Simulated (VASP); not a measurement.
Here is the system:

```xyz
2
Lattice="0.0000 2.3664 2.3664 2.3664 0.0000 2.3664 2.3664 2.3664 0.0000" Properties=species:S:1:pos:R:3 pbc="T T T"
Hf     0.0000     0.0000     0.0000
C      2.3664     2.3664     2.3664
```

Calculation: PBE GGA, VASP's PBE PAW potentials (set 64) (plane waves; VASP). Settings: 520 eV cut-off, 12×12×12 Γ-centred mesh, first-order Methfessel-Paxton smearing of 0.10 eV, potentials Hf_pv C.

### Question
Give the stress tensor in GPa (positive for a compressed cell).

### Answer

```
-11.76    0.00    0.00
  0.00  -11.76    0.00
  0.00    0.00  -11.76
```
The pressure is its mean diagonal, -11.76 GPa.

The compound is HfC in the rock salt structure. The cell was not relaxed at this level.
